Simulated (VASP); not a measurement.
Energy against volume of CoGa (CsCl type). Level of theory: optB88-vdW, VASP's PBE PAW potentials (set 64) (plane waves; VASP). Run with 520 eV cut-off, 13×13×13 Γ-centred mesh, first-order Methfessel-Paxton smearing of 0.10 eV, potentials Ga_d Co.

```json
[
 {"V (Å³/atom)": "11.154", "E (eV/atom)": "-2.13733"},
 {"V (Å³/atom)": "11.510", "E (eV/atom)": "-2.15783"},
 {"V (Å³/atom)": "11.866", "E (eV/atom)": "-2.16413"},
 {"V (Å³/atom)": "12.222", "E (eV/atom)": "-2.15851"}
]
```

Question: Fit these four points and predict the energy of the run at 12.578 Å³/atom.

Answer: A cubic in V^(−2/3), the third-order Birch-Murnaghan form, passes through the four points with V0 = 11.87 Å³/atom and B0 = 178 GPa, and gives -2.1429 eV/atom there. The run gave -2.1429 eV/atom, -0.0 meV/atom from the fit; all five points give B0 = 178 GPa.

The compound is CoGa in the CsCl type structure. It was relaxed first. The run is not spin-polarised, so no magnetic state was tried.
